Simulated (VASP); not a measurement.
All values below come from optB88-vdW, VASP's PBE PAW potentials (set 64) (plane waves; VASP).

VASP ran on this input.

**KPOINTS**
```
Automatic mesh
0
Gamma
14 14 14
0 0 0
```

### INCAR
```
AGGAC = 0.0
ALGO = Normal
EDIFF = 1E-6
EDIFFG = -0.01
ENCUT = 520
GGA = BO
IBRION = 2
ISIF = 3
ISMEAR = 1
LASPH = .TRUE.
LCHARG = .FALSE.
LMAXMIX = 4
LREAL = .FALSE.
LUSE_VDW = .TRUE.
LWAVE = .FALSE.
NELM = 100
NSW = 60
PARAM1 = 0.1833333333
PARAM2 = 0.22
PREC = Accurate
SIGMA = 0.1
SYSTEM = Ag
```

POSCAR:
```
Ag
1
    0.0000000000     2.0639950479     2.0639950479
    2.0639950479     0.0000000000     2.0639950479
    2.0639950479     2.0639950479     0.0000000000
Ag
1
Direct
  0.0000000000   0.0000000000   0.0000000000
```

POTCAR, in this order: Ag (PBE.64 set). Program: vasp_std.

Task: Estimate the energy per atom (σ→0), band gap (on the k-mesh).

Result: 
The energy per atom (σ→0) is 0.354 eV/atom and the band gap (on the k-mesh) comes out as none (metal, semimetal or under 0.01 eV).

**OSZICAR**
```
...
DAV:   5     0.112053504944E+00   -0.86579E-05   -0.86588E-05  2098   0.896E-02    0.469E+00
DAV:   6     0.342287274062E+00    0.23023E+00   -0.11050E+00  1913   0.113E+01    0.304E+00
DAV:   7     0.350194954108E+00    0.79077E-02   -0.81219E-03  1993   0.105E+00    0.171E+00
DAV:   8     0.353330859860E+00    0.31359E-02   -0.67416E-04  1945   0.294E-01    0.551E-02
DAV:   9     0.353319770453E+00   -0.11089E-04   -0.67368E-06  2179   0.240E-02    0.101E-02
DAV:  10     0.353314198678E+00   -0.55718E-05   -0.47556E-06  2015   0.279E-02    0.272E-03
DAV:  11     0.353314324359E+00    0.12568E-06   -0.46098E-08   971   0.223E-03
   1 F= 0.35331432E+00 E0= 0.35354682E+00  d E =0.353314E+00
```

The compound is Ag in the fcc structure. It was relaxed first. The start is the result of an earlier pass.
